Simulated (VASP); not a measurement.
Given:

```yaml
crystal:
  lattice:
    - [5.21956, 0.00000, 0.00000]
    - [-2.60978, 4.52028, 0.00000]
    - [0.00000, 0.00000, 4.29264]
  atoms:
    - { symbol: Ir, position: [0.33333, 0.66667, 0.00000] }
    - { symbol: Ir, position: [0.66667, 0.33333, 0.00000] }
    - { symbol: Ir, position: [0.50000, 0.00000, 0.50000] }
    - { symbol: Ir, position: [0.50000, 0.50000, 0.50000] }
    - { symbol: Ir, position: [0.00000, 0.50000, 0.50000] }
    - { symbol: Ce, position: [0.00000, 0.00000, 0.00000] }
```

Method: LDA (Ceperley-Alder, Perdew-Zunger), VASP's LDA PAW potentials (set 64) (plane waves; VASP). Numerical set-up: 400 eV cut-off, 8×8×8 Γ-centred mesh, tetrahedra with Blöchl corrections, potentials Ir Ce.

Unless said otherwise, spin-orbit coupling is left out, though it shifts the bands of the heavy elements here.

Task: Estimate the energy per atom (σ→0), band gap (on the k-mesh) with the smallest direct gap where there is one.

Result: 
```
Property                                                    Result
------------------------  ----------------------------------------
band gap (on the k-mesh)  none (metal, semimetal or under 0.01 eV)
energy per atom (σ→0)                              -10.027 eV/atom
```

Only differences to runs with the same potentials and settings are physical.

The structure comes from a measured CeIr5 entry (P6/mmm) of the Crystallography Open Database, whose conditions weren't checked. It was relaxed first. The run is not spin-polarised, so no magnetic state was tried. The electron count is odd and the run is not spin-polarised, which forces a metal.
